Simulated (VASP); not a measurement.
A convergence study with VASP on ZnSe (zinc blende): one setting is varied, all else stays as given below, so the limit is that of these other settings.

```
ZnSe
1.0
    0.00000     2.83500     2.83500
    2.83500     0.00000     2.83500
    2.83500     2.83500     0.00000
Zn Se
1 1
Direct
  0.00000   0.00000   0.00000
  0.25000   0.25000   0.25000
```

These are LDA (Ceperley-Alder, Perdew-Zunger), VASP's LDA PAW potentials (set 64) (plane waves; VASP 6.6.1) values and carry that method's errors. The tightest run used: 550 eV cut-off, 17×17×17 Γ-centred mesh, tetrahedra with Blöchl corrections, potentials Zn Se.

Gaps are read on the run's mesh, which can miss a band edge.

### Question
The settings run are 3×3×3 mesh; 4×4×4 mesh; 5×5×5 mesh; 6×6×6 mesh; 7×7×7 mesh; 8×8×8 mesh; 9×9×9 mesh; 10×10×10 mesh; 11×11×11 mesh; 12×12×12 mesh; 13×13×13 mesh; 14×14×14 mesh; 15×15×15 mesh; 16×16×16 mesh; 17×17×17 mesh. From which on does the energy per atom stay within 0.005 eV/atom of the tightest run?

### Answer
From 6×6×6 mesh on: it is off by 0.0035 there and by no more than 0.005 in any finer run, while 5×5×5 mesh is off by 0.0108.
```csv
setting,E (eV/atom),pressure (GPa),gap on the mesh (eV),irreducible k-points,difference judged (eV/atom)
3×3×3 mesh,-3.5233,-1.84,1.003,4,0.1518
4×4×4 mesh,-3.6376,-2.83,1.043,8,0.0375
5×5×5 mesh,-3.6643,-3.09,1.056,10,0.0108
6×6×6 mesh,-3.6716,-3.15,1.061,16,0.0035
7×7×7 mesh,-3.6738,-3.17,1.063,20,0.0013
8×8×8 mesh,-3.6746,-3.17,1.063,29,0.0005
9×9×9 mesh,-3.6749,-3.17,1.064,35,0.0002
10×10×10 mesh,-3.6750,-3.17,1.064,47,0.0001
11×11×11 mesh,-3.6751,-3.17,1.064,56,0.0000
12×12×12 mesh,-3.6751,-3.17,1.064,72,0.0000
13×13×13 mesh,-3.6751,-3.17,1.064,84,0.0000
14×14×14 mesh,-3.6751,-3.17,1.064,104,0.0000
15×15×15 mesh,-3.6751,-3.17,1.064,120,0.0000
16×16×16 mesh,-3.6751,-3.17,1.064,145,0.0000
17×17×17 mesh,-3.6751,-3.17,1.064,165,0.0000
```

Left out are rungs that failed or repeat a setting and relaxations that didn't move; long series are thinned to 24 rows.

The compound is ZnSe in the zinc blende structure. The cell was not relaxed at this level.
